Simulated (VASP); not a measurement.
Consider the following.

```xyz
1
Lattice="2.5449 0.0000 0.0000 0.0000 2.5449 0.0000 0.0000 0.0000 2.5449" Properties=species:S:1:pos:R:3 pbc="T T T"
Pd     0.0000     0.0000     0.0000
```

Method: PBE GGA, VASP's PBE PAW potentials (set 64) (plane waves; VASP). Numerical set-up: 400 eV cut-off, 11×11×11 Γ-centred mesh, first-order Methfessel-Paxton smearing of 0.10 eV, potentials Pd.

### Question
Predict the energy per atom (σ→0), pressure, band gap (on the k-mesh) with the smallest direct gap where there is one.

### Answer

- band gap (on the k-mesh): none (metal, semimetal or under 0.01 eV)
- energy per atom (σ→0): -4.655 eV/atom
- pressure: 11.18 GPa

Only differences to runs with the same potentials and settings are physical.

The structure was generated: Pd was put into the simple-cubic type (Pm-3m), which need not be its known phase. The cell was not relaxed at this level.
